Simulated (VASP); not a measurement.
Level of theory: r2SCAN meta-GGA, VASP's PBE PAW potentials (set 64) (plane waves; VASP). Each cell was relaxed at this level, without spin-orbit coupling.

Which of these comes out without a gap?
A) AlN, P6_3mc (186)
B) B, R-3m (166)
C) Ir, Fm-3m (225)
D) InP, F-43m (216)

C, Ir, Fm-3m (225). The others have gaps of 1.63 eV (B, R-3m (166)), 1.04 eV (InP, F-43m (216)), 4.93 eV (AlN, P6_3mc (186)).
